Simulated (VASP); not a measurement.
An input for Quantum ESPRESSO's pw.x (written as the equivalent of a VASP run, and not itself run):

```
&CONTROL
  calculation = 'scf'
  pseudo_dir = './pseudo'
  outdir = './out'
  tprnfor = .true.
  tstress = .true.
/
&SYSTEM
  ibrav = 0
  nat = 2
  ntyp = 2
  ecutwfc = 102
  occupations = 'smearing'
  smearing = 'gaussian'
  degauss = 0.003675
  input_dft = 'pz'
/
&ELECTRONS
  conv_thr = 7.3e-09
  electron_maxstep = 100
/
ATOMIC_SPECIES
  Cd 112.414 Cd.upf
  S 32.060 S.upf
CELL_PARAMETERS angstrom
     0.0000000    2.8859590    2.8859590
     2.8859590    0.0000000    2.8859590
     2.8859590    2.8859590    0.0000000
ATOMIC_POSITIONS crystal
  Cd   0.0000000  0.0000000  0.0000000
  S    0.2500000  0.2500000  0.2500000
K_POINTS automatic
  8 8 8 0 0 0
```

**Question.** Translate this input to VASP (INCAR, KPOINTS, POSCAR, choice of POTCAR).

**Answer.** One answer among several that fit: 
### INCAR
```
SYSTEM = CdS
PREC = Accurate; ENCUT = 520; LREAL = .FALSE.
LASPH = .TRUE.
EDIFF = 1E-7; NELM = 100; ALGO = Normal
LMAXMIX = 4
ISMEAR = 0; SIGMA = 0.05
ISIF = 2
LWAVE = .FALSE.; LCHARG = .FALSE.
```

File POSCAR:
```
CdS
2.8859590
  0.0000000000   0.9999999957   0.9999999957
  0.9999999957   0.0000000000   0.9999999957
  0.9999999957   0.9999999957   0.0000000000
Cd S
1 1
Direct
  0.0000000000   0.0000000000   0.0000000000
  0.2500000000   0.2500000000   0.2500000000
```

### KPOINTS
```
Automatic mesh
0
Gamma
8 8 8
0 0 0
```

POTCAR, in this order: Cd S (LDA.64 set). Program: vasp_std.

What does not carry over: the potentials are each code's own (VASP's PAW set, PseudoDojo norm-conserving files in pw.x), so ENCUT and ecutwfc are chosen apart and not converted; conv_thr bounds pw.x's estimated SCF error, while EDIFF bounds the energy change between steps.

The compound is CdS in the zinc blende structure, a metastable form; wurtzite is the usual one. It was relaxed first.
